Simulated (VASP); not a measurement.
The system is TiSi2 (Zhiqinite).

```xyz
6
Lattice="0.0000 4.1180 4.2615 2.3865 0.0000 4.2615 2.3865 4.1180 0.0000" Properties=species:S:1:pos:R:3 pbc="T T T"
Ti    3.5797    6.1770    6.3922
Ti    2.3865    4.1180    4.2615
Si    1.1932    0.6836    2.1307
Si    1.1932    3.4344    2.1307
Si    2.3865    1.3754    4.2615
Si    2.3865    6.8606    4.2615
```

| Item | Value |
| --- | --- |
| Program | VASP 6.6.1 |
| Task | relaxation of cell and atoms |
| Functional | PBEsol |
| Potentials or basis | VASP PAW PBE potentials, release 64 (Ti_sv, Si) |
| Cutoff | 600 eV |
| k mesh | 10 × 10 × 10 |
| Occupations | methfessel-paxton, width 0.1 eV |
| Spin | no spin polarisation |

At the start: pressure -1.6 GPa; volume 13.96 Å³/atom.

Q: How do energy, volume and symmetry change on relaxing?

A: Over 8 steps the energy falls by 2.4 meV/atom and the volume is 13.80 Å³/atom (-1.2 %); space group Fddd (No. 70, to 0.05 Å).

The path:
```
step  energy change (eV)  largest force (eV/Å)  pressure (GPa)  volume (Å³)
   1              0.0000                0.1693           -1.63        83.76
   2             -0.0063                0.1149            1.51        82.05
   3             -0.0084                0.1340            0.44        82.61
   4             -0.0121                0.0834            0.23        82.68
   5             -0.0129                0.0393            0.06        82.75
   6             -0.0143                0.0109           -0.06        82.86
   7             -0.0143                0.0048           -0.05        82.85
   8             -0.0143                0.0009            0.06        82.79
```

Final structure:
```
Ti Si
1.0
     0.00000    4.09183    4.24850
     2.38106    0.00000    4.24850
     2.38106    4.09183    0.00000
Ti Si
2 4
Direct
  0.75000 0.75000 0.75000
  0.50000 0.50000 0.50000
  0.08612 0.41388 0.08612
  0.41388 0.08612 0.41388
  0.16388 0.83612 0.16388
  0.83612 0.16388 0.83612
```

Caveat: the PAW data sets were made with another functional, which shifts forces and pressure a little.
